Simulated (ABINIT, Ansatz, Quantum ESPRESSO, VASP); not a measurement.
## LaS (Fm-3m, 2 atoms in the cell) computed with different codes at matched settings

Self-consistent single point.

```
LaS
1.0
    0.00000     2.94160     2.94160
    2.94160     0.00000     2.94160
    2.94160     2.94160     0.00000
La S
1 1
Cartesian
  0.00000   0.00000   0.00000
  2.94160   2.94160   2.94160
```

Shared settings, as Ansatz (a program for electronic structure) writes them: kpoints.mp_grid.grid = 8 8 8; scf.occupations.method = fermi_dirac; scf.occupations.width = 0.0073 Ry. Potentials and cutoffs stand in the table.

```csv
code,model,pressure (GPa),cutoff
ABINIT,"PBEsol, norm-conserving pseudopotentials (PseudoDojo nc-sr-04 PBEsol standard)",-3.28,1497 eV
Ansatz,"PBEsol, default PAW files made with PBE",-3.18,default
Quantum ESPRESSO,"PBEsol, GBRV 1.5 ultrasoft (PBESOL) pseudopotentials",-3.17,40 Ry
VASP,"PBEsol, VASP's PBE PAW potentials (set 64)",-3.48,300 eV
```

The spread over the programs that give each value: pressure within 0.31 GPa.

Ansatz's pressure is given at a fixed set of plane waves, as the other plane-wave codes print theirs.

On the base mesh (7 7 7) the same programs gave: Quantum ESPRESSO pressure -3.14 GPa; ABINIT pressure -3.23 GPa; Ansatz pressure -3.13 GPa; VASP pressure -3.43 GPa.

VASP's run is marked for a possible Pulay error in its stress at this cutoff; no cutoff test was made.

The starting cell comes from a database of computed structures (which also holds hypothetical and non-ambient phases and stackings), without a prior relaxation at this level.

Left out of this page: CP2K (on another mesh); Elk, FLEUR and SIESTA (not drawn, or without a comparable value).

Keys are those of Ansatz 0.2.
